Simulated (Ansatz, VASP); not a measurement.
One calculation of Ga4RuPt, two programs

```
Ga Ru Pt
1.0
     5.45922    0.00000    0.00000
     0.00000    5.45922    0.00000
     0.00000    0.00000    5.45922
Ga Ru Pt
4 1 1
Direct
  0.25199 0.25199 0.74801
  0.25199 0.74801 0.25199
  0.74801 0.25199 0.25199
  0.74801 0.74801 0.74801
  0.50000 0.50000 0.50000
  0.00000 0.00000 0.00000
```

Change from the starting cell: species swapped into the H4BrN type (P-43m, No. 215).

Alike in both runs: functional PBE; k mesh 8 × 8 × 8; occupations gaussian, width 0.1 eV; no spin polarisation.

Ansatz relaxed the structure, and its values are those at the end. VASP's run is a single point on that final structure, the one shown.

|  | VASP | Ansatz |
| --- | --- | --- |
| version | VASP 6.6.1 | Ansatz 0.2.0 |
| potentials or method | VASP PAW PBE potentials, release 64 (Ga_d, Ru_pv, Pt) | scalar-relativistic, plane waves, PAW |
| plane-wave cutoff (eV) | 520 | 420 |
| valence electrons in the cell | 76 | 86 |

VASP gave:

```
gap on the k mesh at the Fermi level (eV) : none
pressure (GPa)                            : 0.2
rms of the force components (eV/Å)        : 0.013
```

Task: Estimate Ansatz's values.

Result: gap on the k mesh at the Fermi level (eV): none; pressure (GPa): 0.0; rms of the force components (eV/Å): 0.006.

A gap of «none» marks a metal or a gap that the smearing closes. The functional is the same, so the differences come from potentials, cutoffs and numerics. The two sets of potentials don't hold the same shells in valence.

The runs have no spin-orbit coupling, so splittings on Pt are missing.
